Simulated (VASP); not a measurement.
Calculation: LDA (Ceperley-Alder, Perdew-Zunger), VASP's LDA PAW potentials (set 64) (plane waves; VASP).

VASP ran on this input.

KPOINTS:
```
Regular mesh
0
gamma
  7 7 7
```

### POSCAR
```
MnSi
1
    4.4260148505     0.0000000000     0.0000000000
    0.0000000000     4.4260148505     0.0000000000
    0.0000000000     0.0000000000     4.4260148505
Mn Si
4 4
Direct
  0.8623497950   0.6376502050   0.3623497950
  0.3623497950   0.8623497950   0.6376502050
  0.1376502050   0.1376502050   0.1376502050
  0.6376502050   0.3623497950   0.8623497950
  0.1544454627   0.3455545373   0.6544454627
  0.6544454627   0.1544454627   0.3455545373
  0.8455545373   0.8455545373   0.8455545373
  0.3455545373   0.6544454627   0.1544454627
```

### INCAR
```
SYSTEM  =  MnSi
PREC  =  Accurate; ENCUT  =  500; LREAL  =  .FALSE.
LASPH  =  .TRUE.
EDIFF  =  1E-6; NELM  =  100; ALGO  =  Normal
LMAXMIX  =  4
ISMEAR  =  1; SIGMA  =  0.1
MAGMOM  =  4*0.6 4*-0.0
ISPIN  =  2
IBRION  =  2; NSW  =  40; ISIF  =  3
EDIFFG  =  -0.02; PSTRESS  =  50
LWAVE  =  .FALSE.; LCHARG  =  .FALSE.; LORBIT  =  10
```

POTCAR, in this order: Mn_pv Si (LDA.64 set). Program: vasp_std.

Output of the run:

OSZICAR:
```
       N       E                     dE             d eps       ncg     rms          rms(c)
DAV:   1     0.797534718293E+03    0.79753E+03   -0.35832E+04  3960   0.194E+03
DAV:   2    -0.707910745463E+01   -0.80461E+03   -0.78500E+03  3936   0.571E+02
DAV:   3    -0.756092334940E+02   -0.68530E+02   -0.66287E+02  4777   0.169E+02
DAV:   4    -0.776914349370E+02   -0.20822E+01   -0.20651E+01  4627   0.299E+01
DAV:   5    -0.777349958293E+02   -0.43561E-01   -0.43531E-01  4696   0.469E+00    0.373E+01
DAV:   6    -0.782178126066E+02   -0.48282E+00   -0.21473E+02  5053   0.101E+02    0.274E+01
DAV:   7    -0.689567632507E+02    0.92610E+01   -0.81175E+01  4465   0.627E+01    0.921E+00
DAV:   8    -0.688324337710E+02    0.12433E+00   -0.32154E+00  4234   0.960E+00    0.250E+00
DAV:   9    -0.687775009956E+02    0.54933E-01   -0.27462E-01  5100   0.333E+00    0.106E+00
DAV:  10    -0.687738861987E+02    0.36148E-02   -0.93363E-03  4640   0.727E-01    0.586E-01
DAV:  11    -0.687727956809E+02    0.10905E-02   -0.49755E-03  5044   0.395E-01    0.121E-01
DAV:  12    -0.687728161393E+02   -0.20458E-04   -0.29712E-04  4807   0.104E-01    0.646E-02
DAV:  13    -0.687728177011E+02   -0.15618E-05   -0.38615E-05  4755   0.418E-02    0.317E-02
DAV:  14    -0.687728182087E+02   -0.50757E-06   -0.37988E-06  3307   0.131E-02
   1 F= -.66067004E+02 E0= -.66068371E+02  d E =-.660670E+02  mag=     2.0252
       N       E                     dE             d eps       ncg     rms          rms(c)
DAV:   1    -0.723714744553E+02   -0.35987E+01   -0.59040E+01  3957   0.737E+01    0.202E+01
DAV:   2    -0.717404794127E+02    0.63100E+00   -0.77198E+01  4316   0.644E+01    0.159E+01
DAV:   3    -0.686475864332E+02    0.30929E+01   -0.21671E+01  4277   0.348E+01    0.300E+00
DAV:   4    -0.686153306479E+02    0.32256E-01   -0.78637E-01  4052   0.469E+00    0.150E+00
DAV:   5    -0.685990753045E+02    0.16255E-01   -0.51938E-02  4613   0.174E+00    0.911E-01
DAV:   6    -0.685969261831E+02    0.21491E-02   -0.30063E-03  4346   0.445E-01    0.433E-01
DAV:   7    -0.685964762545E+02    0.44993E-03   -0.93667E-04  4887   0.166E-01    0.454E-02
DAV:   8    -0.685964817051E+02   -0.54507E-05   -0.54269E-05  4495   0.511E-02    0.226E-02
DAV:   9    -0.685964846896E+02   -0.29845E-05   -0.74420E-06  3868   0.160E-02    0.816E-03
DAV:  10    -0.685964852265E+02   -0.53690E-06   -0.84126E-07  2217   0.701E-03
   2 F= -.66022275E+02 E0= -.66022128E+02  d E =0.447288E-01  mag=     1.6666
       N       E                     dE             d eps       ncg     rms          rms(c)
DAV:   1    -0.703236470121E+02   -0.17272E+01   -0.23588E+01  4007   0.481E+01    0.123E+01
DAV:   2    -0.705469527531E+02   -0.22331E+00   -0.39487E+01  4660   0.449E+01    0.118E+01
DAV:   3    -0.687620017137E+02    0.17850E+01   -0.10511E+01  4635   0.231E+01    0.145E+00
DAV:   4    -0.687610842915E+02    0.91742E-03   -0.38097E-01  4546   0.292E+00    0.125E+00
DAV:   5    -0.687485412586E+02    0.12543E-01   -0.47339E-02  4293   0.169E+00    0.304E-01
DAV:   6    -0.687484327682E+02    0.10849E-03   -0.17585E-03  5191   0.249E-01    0.139E-01
DAV:   7    -0.687484027697E+02    0.29999E-04   -0.63068E-04  4373   0.192E-01    0.508E-02
DAV:   8    -0.687483756524E+02    0.27117E-04   -0.14893E-04  4505   0.674E-02    0.133E-02
DAV:   9    -0.687483761523E+02   -0.49991E-06   -0.86108E-06  4113   0.166E-02
   3 F= -.66093017E+02 E0= -.66094208E+02  d E =-.260135E-01  mag=     1.9201
       N       E                     dE             d eps       ncg     rms          rms(c)
DAV:   1    -0.687476101964E+02    0.76546E-03   -0.34965E-03  4020   0.576E-01    0.152E-01
DAV:   2    -0.687476190325E+02   -0.88361E-05   -0.54977E-03  4608   0.533E-01    0.139E-01
DAV:   3    -0.687473764394E+02    0.24259E-03   -0.15067E-03  4611   0.283E-01    0.170E-02
DAV:   4    -0.687473756641E+02    0.77528E-06   -0.53908E-05  3855   0.310E-02    0.130E-02
DAV:   5    -0.687473743749E+02    0.12892E-05   -0.36605E-06  3287   0.151E-02    0.503E-03
DAV:   6    -0.687473742386E+02    0.13635E-06   -0.31139E-07  2039   0.338E-03
   4 F= -.66093018E+02 E0= -.66094200E+02  d E =-.260143E-01  mag=     1.9181
       N       E                     dE             d eps       ncg     rms          rms(c)
DAV:   1    -0.687423486132E+02    0.50258E-02   -0.24834E-01  5152   0.113E+01    0.194E-01
DAV:   2    -0.687468433404E+02   -0.44947E-02   -0.46851E-02  3960   0.154E+00    0.972E-02
DAV:   3    -0.687469194633E+02   -0.76123E-04   -0.12915E-03  5232   0.292E-01    0.656E-02
DAV:   4    -0.687469016200E+02    0.17843E-04   -0.71067E-05  4767   0.696E-02    0.429E-02
DAV:   5    -0.687468892326E+02    0.12387E-04   -0.37280E-05  5090   0.720E-02    0.148E-02
DAV:   6    -0.687468883963E+02    0.83625E-06   -0.90121E-06  4191   0.249E-02
   5 F= -.66093548E+02 E0= -.66094704E+02  d E =-.530089E-03  mag=     1.9115
```

### OUTCAR
```
------------------------ aborting loop because EDIFF is reached ----------------------------------------
  FORCE on cell =-STRESS in cart. coord.  units (eV):
  Direction    XX          YY          ZZ          XY          YZ          ZX
  --------------------------------------------------------------------------------------
  Total        2.6709419      2.6709419      2.6709419      0.0000000      0.0000000      0.0000000
  in kB       50.3316871     50.3316871     50.3316871      0.0000000      0.0000000      0.0000000
  external PRESSURE =       0.3316871 kB  Pullay stress =      50.0000000 kB
  volume of cell :       85.02
      direct lattice vectors                 reciprocal lattice vectors
     4.397216473 -0.000000000  0.000000000     0.227416596 -0.000000000 -0.000000000
     0.000000000  4.397216473  0.000000000     0.000000000  0.227416596  0.000000000
     0.000000000 -0.000000000  4.397216473    -0.000000000 -0.000000000  0.227416596
 POSITION                                       TOTAL-FORCE (eV/Angst)
 -----------------------------------------------------------------------------------
      3.79037      2.80546      1.59176        -0.008639      0.008639     -0.008639
      1.59176      3.79037      2.80546        -0.008639     -0.008639      0.008639
      0.60685      0.60685      0.60685         0.008639      0.008639      0.008639
      2.80546      1.59176      3.79037         0.008639     -0.008639     -0.008639
      0.67881      1.51980      2.87742        -0.005997      0.005997     -0.005997
      2.87742      0.67881      1.51980        -0.005997     -0.005997      0.005997
      3.71841      3.71841      3.71841         0.005997      0.005997      0.005997
      1.51980      2.87742      0.67881         0.005997     -0.005997     -0.005997
 -----------------------------------------------------------------------------------
    total drift:                                0.000001     -0.000000      0.000000
  FREE ENERGIE OF THE ION-ELECTRON SYSTEM (eV)
  ---------------------------------------------------
  free  energy   TOTEN  =       -68.7468883963 eV

  energy  without entropy=      -68.7503558196  energy(sigma->0) =      -68.74804420
  enthalpy is  TOTEN    =       -66.0935480517 eV   P V=        2.6533403447

 total charge

# of ion       s       p       d       tot
------------------------------------------
    1        0.363   6.439   5.412  12.214
    2        0.363   6.439   5.412  12.214
    3        0.363   6.439   5.412  12.214
    4        0.363   6.439   5.412  12.214
    5        0.753   0.964   0.000   1.717
    6        0.753   0.964   0.000   1.717
    7        0.753   0.964   0.000   1.717
    8        0.753   0.964   0.000   1.717
--------------------------------------------------
tot          4.463  29.613  21.648  55.724

 magnetization (x)

# of ion       s       p       d       tot
------------------------------------------
    1       -0.000   0.002   0.488   0.490
    2       -0.000   0.002   0.488   0.490
    3       -0.000   0.002   0.488   0.490
    4       -0.000   0.002   0.488   0.490
    5       -0.005  -0.012   0.000  -0.017
    6       -0.005  -0.012   0.000  -0.017
    7       -0.005  -0.012   0.000  -0.017
    8       -0.005  -0.012   0.000  -0.017
--------------------------------------------------
tot         -0.019  -0.040   1.952   1.893

 reached required accuracy - stopping structural energy minimisation
```
(Selected blocks of OUTCAR.)

### CONTCAR
```
MnSi
   1.00000000000000
     4.3972164725769591   -0.0000000000000000    0.0000000000000000
     0.0000000000000000    4.3972164725769591    0.0000000000000000
     0.0000000000000000   -0.0000000000000000    4.3972164725769591
  Mn              Si
     4     4
Direct
     0.8619921876366718    0.6380078123633282    0.3619921876366718
     0.3619921876366718    0.8619921876366718    0.6380078123633282
     0.1380078123633282    0.1380078123633282    0.1380078123633282
     0.6380078123633282    0.3619921876366718    0.8619921876366718
     0.1543728957731808    0.3456271042268192    0.6543728957731808
     0.6543728957731808    0.1543728957731808    0.3456271042268192
     0.8456271042268192    0.8456271042268192    0.8456271042268192
     0.3456271042268192    0.6543728957731808    0.1543728957731808
```

The moments were started parallel, and other spin orders were not tried in this run.

The compound is MnSi in the B20 structure. This run relaxes it under an external pressure of 5 GPa. Symmetry was kept, so distortions that lower it aren't found.
